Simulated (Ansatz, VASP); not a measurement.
# KVSe3: VASP beside Ansatz, part 2 of 3

Wanted: the spread between two codes on one cell, functional and k mesh. The cell is generated by rule, not measured, and may not be a known phase. The cell is taken from a series of runs on this material, whose earlier steps may have relaxed, scaled, displaced or heated it; both programs get it as it stands.

VASP 6.6.1 and Ansatz 0.2.0.

So far: The structure; Ansatz: zone-centre phonons, PBEsol.

### 3. VASP: zone-centre phonons, PBEsol

Level of this step: PBEsol, no spin polarisation; plane waves and PAW (K_sv, V_sv, Se); invented cell (VASP).

The same cell, functional, mesh and smearing now go to VASP, with its own data sets.

Lines of VASP's logs that name or quote its potential files are left out, and so is its time.

INCAR

```
SYSTEM = KVSe3
PREC = Accurate
ENCUT = 500
EDIFF = 1E-08
NELM = 120
ISMEAR = 1
SIGMA = 0.2
LREAL = .FALSE.
ALGO = Normal
GGA = PS
NBANDS = 26
LASPH = .TRUE.
LORBIT = 11
LWAVE = .FALSE.
LCHARG = .FALSE.
ISIF = 2
IBRION = 8
GGA_COMPAT = .FALSE.
KPAR = 2
```

POSCAR

```
KVSe3
1.0
    4.6636674864      0.0000000000      0.0000000000
    0.0000000000      4.6636674864      0.0000000000
    0.0000000000      0.0000000000      5.6622121893
K V Se
1 1 3
Direct
    0.0000000000      0.0000000000      0.9797117282
    0.5000000000      0.5000000000      0.6001800971
    0.5000000000      0.0000000000      0.4754561654
    0.5000000000      0.5000000000      0.9877865941
    0.0000000000      0.5000000000      0.4754561654
```

KPOINTS

```
Automatic mesh
0
Gamma
8 8 6
0 0 0
```

Potentials, in the order of the species: K_sv, V_sv and Se (PBE family, release 64).

Run with:

```
$ mpirun -np 2 vasp_std
```

Log:

```text
[banner, memory and clock lines left out]
running    2 mpi-ranks, on    1 nodes
 distrk:  each k-point on    1 cores,    2 groups
 distr:  one band on    1 cores,    1 groups

 POSCAR found type information on POSCAR K V Se
 POSCAR found :  3 types and       5 ions
|                                                                             |
|               ----> ADVICE to this user running VASP <----                  |
|                                                                             |
|     You enforced a specific xc type in the INCAR file but a different       |
|     [... a line on the potential file left out ...]
|     I HOPE YOU KNOW WHAT YOU ARE DOING!                                     |
|                                                                             |

 LDA part: xc-table for (Slater+PW92), standard interpolation
 POSCAR, INCAR and KPOINTS ok, starting setup
 FFT: planning ... GRIDC
 FFT: planning ... GRID_SOFT
 FFT: planning ... GRID
 WAVECAR not read
 entering main loop
       N       E                     dE             d eps       ncg     rms          rms(c)
DAV:   1     0.317158052309E+03    0.31716E+03   -0.19944E+04  3520   0.137E+03
DAV:   2    -0.361134111948E+01   -0.32077E+03   -0.31453E+03  3500   0.358E+02
DAV:   3    -0.295757330196E+02   -0.25964E+02   -0.25325E+02  4258   0.891E+01
DAV:   4    -0.303216498820E+02   -0.74592E+00   -0.74440E+00  4426   0.132E+01
DAV:   5    -0.303347400104E+02   -0.13090E-01   -0.13078E-01  4234   0.168E+00    0.225E+01
DAV:   6    -0.442014083225E+02   -0.13867E+02   -0.22814E+02  3416   0.586E+01    0.426E+01
DAV:   7    -0.263035503819E+02    0.17898E+02   -0.72443E+01  3314   0.743E+01    0.108E+01
DAV:   8    -0.257016738446E+02    0.60188E+00   -0.67502E+00  3278   0.127E+01    0.252E+00
DAV:   9    -0.256522932699E+02    0.49381E-01   -0.30700E-01  3770   0.306E+00    0.119E+00
DAV:  10    -0.256408830635E+02    0.11410E-01   -0.11345E-01  3508   0.147E+00    0.613E-01
DAV:  11    -0.256381638550E+02    0.27192E-02   -0.27488E-02  3764   0.954E-01    0.302E-01
DAV:  12    -0.256383461890E+02   -0.18233E-03   -0.22605E-03  3512   0.259E-01    0.165E-01
DAV:  13    -0.256382486653E+02    0.97524E-04   -0.16738E-03  3654   0.225E-01    0.675E-02
DAV:  14    -0.256382259054E+02    0.22760E-04   -0.12795E-04  3418   0.765E-02    0.193E-02
DAV:  15    -0.256382261121E+02   -0.20667E-06   -0.18804E-05  3528   0.206E-02    0.932E-03
DAV:  16    -0.256382255734E+02    0.53873E-06   -0.46409E-06  3920   0.122E-02    0.326E-03
DAV:  17    -0.256382255797E+02   -0.63446E-08   -0.19923E-07  3648   0.289E-03    0.135E-03
DAV:  18    -0.256382255369E+02    0.42817E-07   -0.58735E-08  3188   0.155E-03    0.600E-04
DAV:  19    -0.256382255281E+02    0.88585E-08   -0.12594E-08  1832   0.661E-04
   1 F= -.25638226E+02 E0= -.25642773E+02  d E =0.136429E-01
 Linear response reoptimize wavefunctions to high precision
DAV:   1    -0.256382255223E+02    0.57876E-08   -0.30474E-09  2012   0.310E-04
DAV:   2    -0.256382255224E+02   -0.11005E-09   -0.45316E-10  1766   0.122E-04
DAV:   3    -0.256382255223E+02    0.61846E-10   -0.14465E-10  1742   0.570E-05
 Linear response DOF=           9
 Linear response progress:
  Degree of freedom:   1/  9
       N       E                     dE             d eps       ncg     rms          rms(c)
RMM:   1    -0.313920826088E+00   -0.31392E+00    0.23428E-01 10424   0.280E+00
RMM:   2    -0.315039334882E+00   -0.11185E-02   -0.36568E-02 11943   0.684E-01    0.416E-02
RMM:   3    -0.316533344865E+00   -0.14940E-02   -0.42047E-03 12401   0.214E-01    0.260E-02
RMM:   4    -0.316731438272E+00   -0.19809E-03   -0.78027E-04 14074   0.681E-02    0.228E-02
RMM:   5    -0.316767511232E+00   -0.36073E-04   -0.14861E-04 13945   0.305E-02    0.810E-03
RMM:   6    -0.316772168335E+00   -0.46571E-05   -0.34135E-05 13887   0.147E-02    0.399E-03
RMM:   7    -0.316772283254E+00   -0.11492E-06   -0.78470E-06 13394   0.746E-03    0.245E-03
RMM:   8    -0.316767261692E+00    0.50216E-05   -0.48718E-06 14214   0.390E-03    0.570E-04
RMM:   9    -0.316765181469E+00    0.20802E-05    0.21499E-08 15627   0.193E-03    0.313E-04
RMM:  10    -0.316764301670E+00    0.87980E-06    0.11646E-06 15631   0.110E-03    0.164E-04
RMM:  11    -0.316763486361E+00    0.81531E-06    0.25208E-07 15873   0.598E-04    0.716E-05
RMM:  12    -0.316763100653E+00    0.38571E-06    0.48194E-07 15504   0.377E-04    0.511E-05
RMM:  13    -0.316762784863E+00    0.31579E-06    0.24381E-07 15923   0.224E-04    0.945E-06
RMM:  14    -0.316762781417E+00    0.34463E-08    0.16690E-07 16189   0.144E-04    0.116E-05
RMM:  15    -0.316762738644E+00    0.42772E-07    0.11897E-07 15121   0.933E-05    0.106E-05
RMM:  16    -0.316762840537E+00   -0.10189E-06    0.45543E-08 14200   0.703E-05    0.423E-05
[...]
RMM:  18    -0.101399699415E+01   -0.16411E-07    0.18150E-07 14789   0.612E-05    0.907E-07
RMM:  19    -0.101399699890E+01   -0.47553E-08    0.14978E-07 13572   0.501E-05    0.884E-07
RMM:  20    -0.101399700446E+01   -0.55555E-08    0.11128E-07 11724   0.418E-05    0.743E-07
RMM:  21    -0.101399700903E+01   -0.45752E-08    0.79584E-08 11171   0.361E-05    0.697E-07
 first order change of Fermi-energy   0.15352E-02
 force on displaced ion       2 direction 1 :  -3.234   0.000  -0.005
 Linear response progress:
[...]
RMM:   9    -0.866855228002E-01   -0.58929E-06    0.11212E-06 14357   0.564E-04    0.836E-05
RMM:  10    -0.866857202183E-01   -0.19742E-06   -0.33991E-07 14656   0.288E-04    0.356E-05
RMM:  11    -0.866857791260E-01   -0.58908E-07    0.77739E-07 15499   0.150E-04    0.103E-05
RMM:  12    -0.866857718921E-01    0.72339E-08   -0.20177E-07 15813   0.836E-05    0.496E-06
RMM:  13    -0.866857665598E-01    0.53322E-08    0.23367E-07 15932   0.509E-05    0.271E-06
RMM:  14    -0.866857699802E-01   -0.34204E-08   -0.73395E-08 15300   0.346E-05    0.150E-06
 first order change of Fermi-energy  -0.80259E-03
 force on displaced ion       3 direction 1 :  -0.401   0.000   0.004
 Linear response progress:
  Degree of freedom:   6/  9
       N       E                     dE             d eps       ncg     rms          rms(c)
RMM:   1    -0.940944304382E-01   -0.94094E-01    0.61059E-02 14607   0.147E+00
RMM:   2    -0.896629847163E-01    0.44314E-02   -0.58308E-03 10582   0.345E-01    0.140E-01
RMM:   3    -0.899307282525E-01   -0.26774E-03   -0.89914E-04 11082   0.107E-01    0.736E-02
RMM:   4    -0.903530411962E-01   -0.42231E-03   -0.29185E-04 10927   0.700E-02    0.171E-02
RMM:   5    -0.903593558559E-01   -0.63147E-05   -0.30622E-05 10877   0.290E-02    0.243E-02
RMM:   6    -0.903586591006E-01    0.69676E-06   -0.87857E-06 10769   0.180E-02    0.357E-03
RMM:   7    -0.903718785051E-01   -0.13219E-04   -0.25844E-06 13643   0.630E-03    0.223E-03
RMM:   8    -0.903760290401E-01   -0.41505E-05   -0.22334E-07 12988   0.239E-03    0.363E-04
RMM:   9    -0.903772238057E-01   -0.11948E-05    0.23770E-07 14695   0.902E-04    0.173E-04
RMM:  10    -0.903776290614E-01   -0.40526E-06    0.25068E-06 14278   0.453E-04    0.864E-05
RMM:  11    -0.903778575947E-01   -0.22853E-06    0.86158E-07 15186   0.228E-04    0.232E-05
RMM:  12    -0.903777886910E-01    0.68904E-07    0.11000E-06 15990   0.120E-04    0.183E-05
RMM:  13    -0.903777874816E-01    0.12094E-08    0.79742E-08 16089   0.667E-05    0.341E-06
 first order change of Fermi-energy   0.47429E-03
 force on displaced ion       3 direction 2 :   0.000  -9.296  -0.018
 Linear response progress:
  Degree of freedom:   7/  9
       N       E                     dE             d eps       ncg     rms          rms(c)
RMM:   1    -0.924203521567E-01   -0.92420E-01    0.54414E-02 11249   0.106E+00
RMM:   2    -0.913516617540E-01    0.10687E-02   -0.46356E-03  8245   0.258E-01    0.899E-02
RMM:   3    -0.916086616598E-01   -0.25700E-03   -0.48534E-04  8518   0.631E-02    0.761E-02
RMM:   4    -0.916666161343E-01   -0.57954E-04   -0.56065E-05  8146   0.603E-02    0.565E-02
RMM:   5    -0.918262137066E-01   -0.15960E-03   -0.72065E-05  8137   0.351E-02    0.858E-03
RMM:   6    -0.918435061390E-01   -0.17292E-04   -0.10894E-05  9951   0.106E-02    0.395E-03
RMM:   7    -0.918370476853E-01    0.64585E-05   -0.14301E-06  9660   0.473E-03    0.113E-03
RMM:   8    -0.918427548495E-01   -0.57072E-05   -0.62060E-07 10229   0.208E-03    0.658E-04
RMM:   9    -0.918413304810E-01    0.14244E-05    0.31687E-07 10660   0.980E-04    0.149E-04
RMM:  10    -0.918416539723E-01   -0.32349E-06   -0.72363E-07 11368   0.445E-04    0.775E-05
RMM:  11    -0.918418889395E-01   -0.23497E-06    0.41640E-07 11068   0.226E-04    0.303E-05
RMM:  12    -0.918418981923E-01   -0.92528E-08   -0.93519E-08 11535   0.121E-04    0.111E-05
 first order change of Fermi-energy  -0.23141E+00
 force on displaced ion       3 direction 3 :   0.000   0.000  -1.983
 Linear response progress:
  Degree of freedom:   8/  9
       N       E                     dE             d eps       ncg     rms          rms(c)
RMM:   1    -0.890048232065E-01   -0.89005E-01    0.46678E-02 14678   0.102E+00
RMM:   2    -0.872632361941E-01    0.17416E-02   -0.52676E-03 10569   0.279E-01    0.564E-02
RMM:   3    -0.875398381432E-01   -0.27660E-03   -0.48445E-04 12255   0.633E-02    0.325E-02
RMM:   4    -0.878128299053E-01   -0.27299E-03   -0.87035E-05 12445   0.337E-02    0.771E-03
RMM:   5    -0.878096371030E-01    0.31928E-05   -0.14462E-05 12904   0.133E-02    0.783E-03
RMM:   6    -0.878122935696E-01   -0.26565E-05   -0.28448E-06 12646   0.728E-03    0.310E-03
RMM:   7    -0.878207067004E-01   -0.84131E-05   -0.73845E-07 13496   0.325E-03    0.141E-03
RMM:   8    -0.878221998597E-01   -0.14932E-05   -0.18659E-06 13834   0.166E-03    0.255E-04
RMM:   9    -0.878227571043E-01   -0.55724E-06    0.10491E-06 14964   0.723E-04    0.132E-04
RMM:  10    -0.878233177227E-01   -0.56062E-06   -0.13774E-06 15042   0.333E-04    0.586E-05
RMM:  11    -0.878234003171E-01   -0.82594E-07    0.53034E-07 15254   0.174E-04    0.172E-05
RMM:  12    -0.878233955977E-01    0.47194E-08   -0.42519E-07 15645   0.960E-05    0.805E-06
RMM:  13    -0.878233931150E-01    0.24827E-08    0.87175E-09 16140   0.538E-05    0.323E-06
 first order change of Fermi-energy   0.17821E-03
 force on displaced ion       4 direction 1 :  -2.669   0.000  -0.000
 Linear response progress:
  Degree of freedom:   9/  9
       N       E                     dE             d eps       ncg     rms          rms(c)
RMM:   1    -0.979691799459E-01   -0.97969E-01    0.53592E-02  6634   0.164E+00
RMM:   2    -0.946217661824E-01    0.33474E-02   -0.61800E-03  4855   0.355E-01    0.346E-01
RMM:   3    -0.101082040110E+00   -0.64603E-02   -0.10612E-02  5084   0.584E-01    0.927E-01
RMM:   4    -0.939960325156E-01    0.70860E-02   -0.55901E-03  4844   0.464E-01    0.156E-01
RMM:   5    -0.941427568204E-01   -0.14672E-03   -0.36023E-04  5045   0.873E-02    0.590E-02
RMM:   6    -0.942458365009E-01   -0.10308E-03   -0.49200E-05  5246   0.346E-02    0.108E-02
RMM:   7    -0.942423527748E-01    0.34837E-05   -0.85844E-06  5739   0.123E-02    0.270E-03
RMM:   8    -0.942409416453E-01    0.14111E-05   -0.16957E-06  5974   0.400E-03    0.870E-04
RMM:   9    -0.942423712979E-01   -0.14297E-05    0.12347E-08  6211   0.157E-03    0.408E-04
RMM:  10    -0.942433874993E-01   -0.10162E-05    0.29689E-07  6208   0.769E-04    0.120E-04
RMM:  11    -0.942433331941E-01    0.54305E-07    0.16748E-06  6601   0.371E-04    0.637E-05
RMM:  12    -0.942432378641E-01    0.95330E-07    0.40504E-07  6783   0.190E-04    0.178E-05
RMM:  13    -0.942432088421E-01    0.29022E-07    0.56413E-07  7082   0.959E-05    0.117E-05
RMM:  14    -0.942432181246E-01   -0.92825E-08    0.81087E-08  6783   0.561E-05    0.459E-06
 first order change of Fermi-energy  -0.11416E+01
 force on displaced ion       4 direction 3 :   0.000  -0.000 -17.033
 Linear response finished
```

(Continued in part 3 of 3.)

[Lines on the potential files, build, host, timing and source positions are cut from VASP's logs without a mark.]

[Logs are printed without paths, hosts, clocks, repeated set-up lines and the standing remarks that a program may print on its own settings, such as how far it seeks lower states.]

[Hosts, paths, dates, database ids (printed as entryN), source tags and the programs' standing remarks are cut or masked in the printed files.]
